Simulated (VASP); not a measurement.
# ZnBr2 in VASP: single point with r2SCAN

Aim: the single point of ZnBr2 with r2SCAN.

Everything below comes from runs of VASP 6.6.1. Logs are shortened: lines on timing, memory, paths and dates and some standing lists are left out, and cuts for length are marked.

## (1) The structure

The cell holds a amorphous, 3 atoms: a = 4.018 Å, b = 4.586 Å, c = 4.763 Å, α = 95.75°, β = 91.30°, γ = 89.23°.

The cell was built by a generator and needn't be a form met in nature.

## (2) Single point, r2SCAN

Contents of POSCAR:

```
ZnBr2
1.0
    4.0113070000      0.0659040000      0.2216140000
   -0.0435720000      4.5526550000      0.5502190000
   -0.3471140000     -1.0442350000      4.6338340000
Zn Br
1 2
Direct
    0.3947960000      0.6406470000      0.8191630000
    0.3812750000      0.1887010000      0.2622300000
    0.8927500000      0.1322500000      0.7466690000
```

Contents of INCAR.step1:

```
ALGO = Normal ; EDIFF = 1E-4
ENCUT = 520 ; GGA = PE
ISMEAR = -5 ; LASPH = T
LCHARG = F ; LREAL = F
LWAVE = T ; NELM = 100
PREC = Accurate ; SIGMA = 0.1
```

Contents of INCAR.step2:

```
ALGO = Normal ; EDIFF = 1E-6
ENCUT = 520 ; ISIF = 2
ISMEAR = -1 ; ISTART = 1
LASPH = T ; LCHARG = F
LMIXTAU = T ; LORBIT = 11
LREAL = F ; LWAVE = F
METAGGA = R2SCAN ; NELM = 100
PREC = Accurate ; SIGMA = 0.1
```

Contents of KPOINTS:

```
Automatic mesh
0
Gamma
  5 4 4
  0 0 0.5
```

Potentials or basis: VASP PAW PBE potentials, release 64 (Zn, Br).

Started as:

```
$ cat potpaw_PBE.64/Zn/POTCAR potpaw_PBE.64/Br/POTCAR > POTCAR
$ cp INCAR.step1 INCAR
$ mpirun -np 1 vasp_std > vasp.out
$ cp INCAR.step2 INCAR
$ mpirun -np 1 vasp_std > vasp.out
```

OUTCAR:

```text
EDIFF = 1E-6
   ENCUT = 520
   ISIF = 2
   ISMEAR = -1
   ISTART = 1
   LASPH = T
   LORBIT = 11
   LREAL = F
   METAGGA = R2SCAN
   NELM = 100
   PREC = Accurate

 ion  position               nearest neighbor table
   1  0.395  0.641  0.819-
   2  0.381  0.189  0.262-
   3  0.893  0.132  0.747-

  LATTYP: Found a triclinic cell.
 ALAT       =     6.0564807840
 B/A-ratio  =     0.6634157353
 C/A-ratio  =     1.0355594611
 COS(alpha) =     0.0074239461
 COS(beta)  =     0.5009593133
 COS(gamma) =     0.6532576697

  Lattice vectors:

 A1 = (  -4.0548790000,   4.4867510000,   0.3286050000)
 A2 = (  -4.0113070000,  -0.0659040000,  -0.2216140000)
 A3 = (  -0.3906860000,   3.5084200000,   5.1840530000)

Analysis of symmetry for initial positions (statically):
=====================================================================
 Subroutine PRICEL returns:
 Original cell was already a primitive cell.

 Routine SETGRP: Setting up the symmetry group for a
 triclinic supercell.

 Subroutine GETGRP returns: Found  1 space group operations
 (whereof  1 operations were pure point group operations)
 out of a pool of  2 trial point group operations.

The static configuration has the point symmetry C_1 .

Analysis of symmetry for dynamics (positions and initial velocities):
=====================================================================
 Subroutine PRICEL returns:
 Original cell was already a primitive cell.

 Routine SETGRP: Setting up the symmetry group for a
 triclinic supercell.

 Subroutine GETGRP returns: Found  1 space group operations
 (whereof  1 operations were pure point group operations)
 out of a pool of  2 trial point group operations.

The dynamic configuration has the point symmetry C_1 .

 Subroutine INISYM returns: Found  1 space group operations
 (whereof  1 operations are pure point group operations),
 and found     1 'primitive' translations

----------------------------------------------------------------------------------------

                                     Primitive cell

  volume of cell :      87.2893

  direct lattice vectors                    reciprocal lattice vectors
     4.011307000  0.065904000  0.221614000     0.248264251  0.000125063  0.018625310
    -0.043572000  4.552655000  0.550219000    -0.006149728  0.213825318  0.047724891
    -0.347114000 -1.044235000  4.633834000    -0.011143070 -0.025395486  0.209246432

  length of vectors
     4.017964653  4.585990298  4.762702217     0.248961957  0.219172879  0.211076213

[... 91 lines left out ...]
   TEBEG  =    0.0;   TEEND  =   0.0 temperature during run
   PSTRESS=    0.0 pullay stress
   NELECT =      26.0000    total number of electrons
   NUPDOWN=      -1.0000    fix difference up-down
   EMIN   =  10.00;   EMAX   =-10.00  energy-range for DOS
   EFERMI =   0.00;   METHOD = LEGACY
   ISMEAR =    -1;   SIGMA  =   0.10  broadening in eV -4-tet -1-fermi 0-gaus
   EFERMI_NEDOS =   21; number of points for ismear=-14 and -15
   IALGO  =     38    algorithm
   IMIX   =      4    mixing-type and parameters
     AMIX     =   0.40;   BMIX     =  1.00
     AMIX_MAG =   1.60;   BMIX_MAG =  1.00
  volume/ion in A,a.u.               =      29.10       196.35
  Fermi-wavevector in a.u.,A,eV,Ry     =   1.093316  2.066067 16.263583  1.195340
  Thomas-Fermi vector in A             =   2.229599
   LORBIT       =     11    0 simple, 1 ext, 2 COOP (PROOUT), +10 PAW based schemes
   METAGGA = R2SCAN    functional components
   LHFCALC =     F    Hartree Fock is set to
   AEXX    =    0.0000 exact exchange contribution
   IVDW    =     0    specifies the selected vdW correction
   LEPSILON=     F    determine dielectric tensor
   LRPA    =     F    only Hartree local field effects (RPA)
 non-spin polarized calculation
  energy-cutoff  :      520.00
  volume of cell :       87.29
 maximum number of plane-waves:      2366
 NGX is ok and might be reduce to    30

 number of electron      25.9999999 magnetization

 Free energy of the ion-electron system (eV)
  ---------------------------------------------------
  ext. energy  EPLUGINS =         0.00000000
  ---------------------------------------------------
  free energy    TOTEN  =       -34.88316762 eV

  energy without entropy =      -34.81325080  energy(sigma->0) =      -34.84820921

 E-fermi :   0.8136     XC(G=0):  -8.9217

 val. band max:        0.7537135897   @ k =   0.4000   0.2500   0.3750
 cond. band min:       0.8149004394   @ k =  -0.0000   0.0000   0.1250
 fundamental gap:      0.0611868497
 Fermi energy:         0.8135734883

 k-point     1 :      -0.0000    0.0000    0.1250
  band No.  band energies     occupation
      1     -15.2367      2.00000
      2     -13.4938      2.00000
      3      -6.5471      2.00000
      4      -6.5086      2.00000
      5      -6.5060      2.00000
      6      -6.5023      2.00000
[... 457 lines left out ...]
      4      -6.5721      2.00000
      5      -6.5400      2.00000
      6      -6.5205      2.00000
[... 9 lines left out ...]
     16       4.9170      0.00000
     17       5.4362      0.00000

 [... further k-points ...]

------------------------ aborting loop because EDIFF is reached ----------------------------------------

  FORCE on cell =-STRESS in cart. coord.  units (eV):
  Direction    XX          YY          ZZ          XY          YZ          ZX
  --------------------------------------------------------------------------------------
  -------------------------------------------------------------------------------------
  Total        2.1003494     -6.0721893      2.3283493      0.4130149     -1.8937275     -0.2197231
  in kB       38.5514993   -111.4538347     42.7363908      7.5808064    -34.7589941     -4.0329748
  external PRESSURE =     -10.0553149 kB  Pullay stress =       0.0000000 kB

 VOLUME and BASIS-vectors are now :
 -----------------------------------------------------------------------------
  energy-cutoff  :      520.00
  volume of cell :       87.29
      direct lattice vectors                 reciprocal lattice vectors
     4.011307000  0.065904000  0.221614000     0.248264251  0.000125063  0.018625310
    -0.043572000  4.552655000  0.550219000    -0.006149728  0.213825318  0.047724891
    -0.347114000 -1.044235000  4.633834000    -0.011143070 -0.025395486  0.209246432

 POSITION                                       TOTAL-FORCE (eV/Angst)
 -----------------------------------------------------------------------------------
      1.27139      2.08726      4.23585        -0.027668     -0.091260      0.108939
      1.43017      0.61039      1.40345         0.136687      0.925766     -0.074349
      3.31615     -0.11877      3.73055        -0.109019     -0.834505     -0.034590
 -----------------------------------------------------------------------------------
    total drift:                               -0.028592      0.003126     -0.011141

  FREE ENERGIE OF THE ION-ELECTRON SYSTEM (eV)
  ---------------------------------------------------
  free  energy   TOTEN  =       -34.8831676195 eV

  energy  without entropy=      -34.8132508007  energy(sigma->0) =      -34.84820921

 total charge

# of ion       s       p       d       tot
------------------------------------------
    1        0.497   0.112   9.791  10.400
    2        1.633   3.180   0.016   4.829
    3        1.637   3.162   0.021   4.819
--------------------------------------------------
tot          3.766   6.454   9.828  20.048
```

OUTCAR.step1:

```text
EDIFF = 1E-4
   ENCUT = 520
   GGA = PE
   ISMEAR = -5
   LASPH = T
[... 713 lines left out ...]
      1.27139      2.08726      4.23585        -0.009294     -0.069889      0.085792
      1.43017      0.61039      1.40345         0.105826      0.825677     -0.012562
      3.31615     -0.11877      3.73055        -0.096532     -0.755787     -0.073230
 -----------------------------------------------------------------------------------
    total drift:                                0.001227     -0.000146      0.000901

  FREE ENERGIE OF THE ION-ELECTRON SYSTEM (eV)
  ---------------------------------------------------
  free  energy   TOTEN  =        -3.8908541074 eV

  energy  without entropy=       -3.8908541074  energy(sigma->0) =       -3.89085411
```

Wall time 2.1 min (1 thread of Intel Xeon Platinum 8488C (Sapphire Rapids), shared host); peak memory 0.22 GiB.

What came out:

```yaml
Free_energy: -34.8832 eV
Pressure: -1.0 GPa
Largest_force: 0.939 eV/Å
Band_gap_on_the_k_mesh: none (metal or under the smearing width)
Valence_electrons_inside_the_program's_atomic_spheres: Zn 10.40; Br 4.83, 4.82
```

Forces in eV/Å, atoms in the order of the input:
```
Zn  -0.028 -0.091  0.109
Br   0.137  0.926 -0.074
Br  -0.109 -0.835 -0.035
```

Stress tensor (GPa, compression positive):
```
  3.86   0.76  -0.40
  0.76 -11.15  -3.48
 -0.40  -3.48   4.27
```

Caveat: the PAW data sets were made with another functional, which shifts forces and pressure a little.
